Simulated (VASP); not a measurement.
An input for Ansatz (written as the equivalent of a VASP run, and not itself run):

Ansatz 0.2 input:
```yaml
crystal:
  lattice:
    - [0.0000000, 2.0169458, 2.0169458]
    - [2.0169458, 0.0000000, 2.0169458]
    - [2.0169458, 2.0169458, 0.0000000]
  atoms:
    - { symbol: N, position: [0.0000000, 0.0000000, 0.0000000] }
    - { symbol: Al, position: [0.5000000, 0.5000000, 0.5000000] }
kpoints:
  mp_grid: { grid: [10, 10, 10] }
hamiltonian:
  xc: r2scan
  pseudopotentials: { kind: paw }
scf:
  occupations: { method: gaussian, width: 0.05 }
  max_iter: 100
relax:
  max_steps: 60
  f_tol: 0.01
  cell: {}
output: { forces: true, stress: true, eigenvalues: true }
```

**Question.** Write the VASP files for the same calculation (r2SCAN).

**Answer.** One answer among several that fit: 
### POSCAR
```
AlN
1.0
  0.0000000000   2.0169457895   2.0169457895
  2.0169457895   0.0000000000   2.0169457895
  2.0169457895   2.0169457895   0.0000000000
N Al
1 1
direct
  0.0000000000   0.0000000000   0.0000000000
  0.5000000000   0.5000000000   0.5000000000
```

File KPOINTS:
```
Automatic mesh
0
Gamma
10 10 10
0 0 0
```

INCAR:
```
# general
SYSTEM  = AlN
PREC    = Accurate
ENCUT   = 520
LREAL   = .False.   # projection in real space or not
LASPH   = .True.   # aspherical one-centre terms

# electronic loop
EDIFF   = 1E-6
NELM    = 100   # most electronic steps
ALGO    = Normal   # blocked Davidson
LMIXTAU = .True.

# smearing
ISMEAR  = 0   # Gaussian
SIGMA   = 0.05   # width (eV)

# functional
METAGGA = R2SCAN

# ions
IBRION  = 2   # conjugate gradients
NSW     = 60
ISIF    = 3
EDIFFG  = -0.01

# output
LWAVE   = .False.
LCHARG  = .False.
```

POTCAR, in this order: N Al (PBE.64 set). Program: vasp_std.

Limits of the translation: each code has its own PAW files, so the cut-off isn't converted (ENCUT is set for VASP's; basis.ecutwfc is left out, and Ansatz then takes the one that its files recommend); Ansatz stops its SCF on the density residual and VASP on the energy change (EDIFF).

The structure was generated: AlN was put into the rocksalt type (Fm-3m), which need not be its known phase. It was relaxed first. The start is the result of an earlier pass.
